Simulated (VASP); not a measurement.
# YSe: phonons from a supercell, part 2 of 2

Aim: the phonon dispersion and thermal properties of YSe. The start is a cell from a database of measured crystal structures.

VASP 6.6.1; PBEsol; plane waves and PAW (Y_sv, Se).

So far. Step 2 (Relax the host): The run ended after 3 ionic steps, 0.001 eV below its first step, once forces and stress met EDIFFG = -0.02. Step 3 (Tight relaxation): The start already met the threshold, so nothing moved.

**4. Force constants in the supercell**

System of this step: YSe. The cell holds 54 atoms: 27 Y and 27 Se. Cell: a = 12.071 Å, b = 12.071 Å, c = 12.071 Å, α = 60.0°, β = 60.0°, γ = 60.0°. It derives from YSe.

Each independent atom is moved by 0.015 Å both ways; the forces give the force constants out to half the supercell.

INCAR

```
SYSTEM = YSe
PREC = Accurate
ENCUT = 350
EDIFF = 1E-07
NELM = 120
ISMEAR = 1
SIGMA = 0.2
LREAL = Auto
ALGO = Fast
GGA = PS
LASPH = .TRUE.
LWAVE = .FALSE.
LCHARG = .FALSE.
KPAR = 4
IBRION = 6
NSW = 1
NFREE = 2
POTIM = 0.015
ISIF = 0
ADDGRID = .TRUE.
```

POSCAR

```
YSe
1.0
    0.0000000000      8.5353152547      8.5353152547
    8.5353152547      0.0000000000      8.5353152547
    8.5353152547      8.5353152547      0.0000000000
Y Se
27 27
Direct
    0.1666666667      0.1666666667      0.1666666667
    0.1666666667      0.1666666667      0.5000000000
    0.1666666667      0.1666666667      0.8333333333
    0.1666666667      0.5000000000      0.1666666667
    0.1666666667      0.5000000000      0.5000000000
    0.1666666667      0.5000000000      0.8333333333
    0.1666666667      0.8333333333      0.1666666667
    0.1666666667      0.8333333333      0.5000000000
    0.1666666667      0.8333333333      0.8333333333
    0.5000000000      0.1666666667      0.1666666667
    0.5000000000      0.1666666667      0.5000000000
    0.5000000000      0.1666666667      0.8333333333
    0.5000000000      0.5000000000      0.1666666667
    0.5000000000      0.5000000000      0.5000000000
    0.5000000000      0.5000000000      0.8333333333
    0.5000000000      0.8333333333      0.1666666667
    0.5000000000      0.8333333333      0.5000000000
    0.5000000000      0.8333333333      0.8333333333
    0.8333333333      0.1666666667      0.1666666667
    0.8333333333      0.1666666667      0.5000000000
    0.8333333333      0.1666666667      0.8333333333
    0.8333333333      0.5000000000      0.1666666667
    0.8333333333      0.5000000000      0.5000000000
    0.8333333333      0.5000000000      0.8333333333
    0.8333333333      0.8333333333      0.1666666667
    0.8333333333      0.8333333333      0.5000000000
    0.8333333333      0.8333333333      0.8333333333
    0.0000000000      0.0000000000      0.0000000000
    0.0000000000      0.0000000000      0.3333333333
    0.0000000000      0.0000000000      0.6666666667
    0.0000000000      0.3333333333      0.0000000000
    0.0000000000      0.3333333333      0.3333333333
    0.0000000000      0.3333333333      0.6666666667
    0.0000000000      0.6666666667      0.0000000000
    0.0000000000      0.6666666667      0.3333333333
    0.0000000000      0.6666666667      0.6666666667
    0.3333333333      0.0000000000      0.0000000000
    0.3333333333      0.0000000000      0.3333333333
    0.3333333333      0.0000000000      0.6666666667
    0.3333333333      0.3333333333      0.0000000000
    0.3333333333      0.3333333333      0.3333333333
    0.3333333333      0.3333333333      0.6666666667
    0.3333333333      0.6666666667      0.0000000000
    0.3333333333      0.6666666667      0.3333333333
    0.3333333333      0.6666666667      0.6666666667
    0.6666666667      0.0000000000      0.0000000000
    0.6666666667      0.0000000000      0.3333333333
    0.6666666667      0.0000000000      0.6666666667
    0.6666666667      0.3333333333      0.0000000000
    0.6666666667      0.3333333333      0.3333333333
    0.6666666667      0.3333333333      0.6666666667
    0.6666666667      0.6666666667      0.0000000000
    0.6666666667      0.6666666667      0.3333333333
    0.6666666667      0.6666666667      0.6666666667
```

KPOINTS

```
Automatic mesh
0
Gamma
3 3 3
0 0 0
```

The projector-augmented-wave data sets are Y_sv and Se (PBE family, release 64).

Started as:

```
$ mpirun -np 4 vasp_std
```

What it wrote:

```text
[banner, memory and clock lines left out]
running    4 mpi-ranks, on    1 nodes
[...]
[... a notice as in an earlier step ...]

 LDA part: xc-table for (Slater+PW92), standard interpolation
 POSCAR, INCAR and KPOINTS ok, starting setup
[...]
entering main loop
       N       E                     dE             d eps       ncg     rms          rms(c)
DAV:   1     0.280953974701E+04    0.28095E+04   -0.17223E+05  2200   0.119E+03
DAV:   2    -0.833579503371E+02   -0.28929E+04   -0.27676E+04  2552   0.339E+02
DAV:   3    -0.375806345347E+03   -0.29245E+03   -0.28871E+03  2852   0.823E+01
DAV:   4    -0.403772796163E+03   -0.27966E+02   -0.27836E+02  3400   0.208E+01
[...]
RMM:  22    -0.388593650573E+03    0.18838E-02   -0.15762E-03  2638   0.514E-02    0.654E-01
RMM:  23    -0.388592605204E+03    0.10454E-02   -0.65613E-03  3278   0.876E-02    0.958E-02
RMM:  24    -0.388592679455E+03   -0.74252E-04   -0.70745E-04  3182   0.333E-02    0.135E-01
WARNING in EDDRMM: call to ZHEGV failed, returncode =   8  4    110
WARNING in EDDRMM: call to ZHEGV failed, returncode =   8  4    114
RMM:  25    -0.388592683653E+03   -0.41980E-05   -0.38052E-04  3170   0.208E-02    0.397E-02
WARNING in EDDRMM: call to ZHEGV failed, returncode =   8  4     49
WARNING in EDDRMM: call to ZHEGV failed, returncode =   6  3     52
RMM:  26    -0.388592699520E+03   -0.15866E-04   -0.15902E-04  3473   0.128E-02    0.174E-02
WARNING in EDDRMM: call to ZHEGV failed, returncode =   8  4     37
WARNING in EDDRMM: call to ZHEGV failed, returncode =   8  4    132
WARNING in EDDRMM: call to ZHEGV failed, returncode =   6  3    134
 num prob  num prob  num prob  num prob  num prob  num prob  num prob  num prob  num prob  num prob  num prob  num prob  num prob  num prob  num prob  num prob  num prob  num prob  num prob  num prob  num prob  num prob  num prob  num prob  num prob  num prob  num prob RMM:  27    -0.388592703153E+03   -0.36338E-05   -0.45873E-05  3418   0.553E-03    0.113E-02
 num prob  num prob  num prob  num prob  num prob  num prob  num prob  num prob  num prob  num prob  num prob  num prob  num prob  num prob  num prob  num prob  num prob  num prob  num prob  num prob  num prob  num prob  num prob  num prob  num prob  num prob  num prob  num prob  num prob  num prob  num prob  num prob  num prob  num prob  num prob  num prob  num prob  num prob  num prob RMM:  28    -0.388592703354E+03   -0.20031E-06   -0.18817E-05  2724   0.359E-03    0.485E-03
 num prob  num prob  num prob  num prob  num prob  num prob  num prob  num prob  num prob  num prob  num prob  num prob  num prob  num prob  num prob  num prob  num prob  num prob  num prob  num prob WARNING in EDDRMM: call to ZHEGV failed, returncode =   8  4    181
[...]
num prob  num prob  num prob  num prob  num prob  num prob  num prob  num prob  num prob  num prob  num prob  num prob  num prob  num prob  num prob  num prob  num prob  num prob  num prob  num prob  num prob  num prob  num prob  num prob  num prob  num prob  num prob  num prob  num prob  num prob  num prob  num prob  num prob  num prob  num prob  num prob  num prob  num prob  num prob  num prob  num prob  num prob  [...]
 num prob  num prob  num prob  num prob  num prob  num prob WARNING in EDDRMM: call to ZHEGV failed, returncode =   8  4    139
 num prob  num prob  num prob  num prob  num prob  num prob  num prob  num prob  num prob  num prob  num prob  num prob  num prob  num prob  num prob  num prob  num prob WARNING in EDDRMM: call to ZHEGV failed, returncode =   6  3    165
 num prob  num prob  num prob  num prob  num prob  num prob  num prob  num prob  num prob  num prob  num prob  num prob  num prob  num prob  num prob  num prob  num prob  num prob  num prob  num prob  num prob  num prob  num prob  num prob  num prob  num prob  num prob  num prob  num prob  num prob  num prob  num prob  num prob  num prob  num prob  num prob  num prob  num prob  num prob  num prob  num prob  num prob  num prob  num prob  num prob  num prob  num prob  num prob  num prob  num prob  num prob  num prob RMM:  16    -0.388592035195E+03    0.65913E-07   -0.41741E-07  2786   0.245E-03
   3 F= -.38859204E+03 E0= -.38856283E+03  d E =-.876224E-01
 Finite differences progress:
  Degree of freedom:   1/  2
  Displacement:        2/  2
  Total:               2/  4
[...]
N       E                     dE             d eps       ncg     rms          rms(c)
DAV:   1    -0.388588423588E+03    0.36117E-02   -0.68290E-01  3912   0.157E+00    0.419E-01
RMM:   2    -0.388591376439E+03   -0.29529E-02   -0.32268E-02  3666   0.296E-01    0.236E-01
WARNING in EDDRMM: call to ZHEGV failed, returncode =   8  4    166
RMM:   3    -0.388591640229E+03   -0.26379E-03   -0.40896E-03  4693   0.105E-01    0.110E-01
RMM:   4    -0.388591721060E+03   -0.80831E-04   -0.11724E-03  5536   0.453E-02    0.194E-02
 hard stop encountered!  aborting job ...
|                                                                             |
|           W    W    AA    RRRRR   N    N  II  N    N   GGGG   !!!           |
|           W    W   A  A   R    R  NN   N  II  NN   N  G    G  !!!           |
|           W    W  A    A  R    R  N N  N  II  N N  N  G       !!!           |
|           W WW W  AAAAAA  RRRRR   N  N N  II  N  N N  G  GGG   !            |
|           WW  WW  A    A  R   R   N   NN  II  N   NN  G    G                |
|           W    W  A    A  R    R  N    N  II  N    N   GGGG   !!!           |
|                                                                             |
|     The electronic self-consistency was not achieved in the given           |
|     number of steps (NELM). The forces and other quantities evaluated       |
|     might not be reliable so examine the results carefully. If you find     |
|     spurious results, we suggest increasing NELM, if you were close to      |
|     convergence or switching to a different ALGO or adjusting the           |
|     density mixing parameters otherwise.                                    |
|                                                                             |

 soft stop encountered!  aborting job ...
```

Run time: 3.2 h. Hardware: 4 MPI ranks of AMD EPYC 7R43, shared host.

The run was stopped at its time limit, so it gives no result of its own.

**5. Results**

| Property | Result |
| --- | --- |
| result | none |

**Reading.** The session ends without its result: «force constants in the supercell» met its time limit.

[Lines on the potential files, build, host, timing and source positions are cut from VASP's logs without a mark.]

[Logs are printed without paths, hosts, clocks, repeated set-up lines and the standing remarks that a program may print on its own settings, such as how far it seeks lower states.]

[Hosts, paths, dates, database ids (printed as entryN), source tags and the programs' standing remarks are cut or masked in the printed files.]

[Runs that stopped without an error message from VASP are left out.]
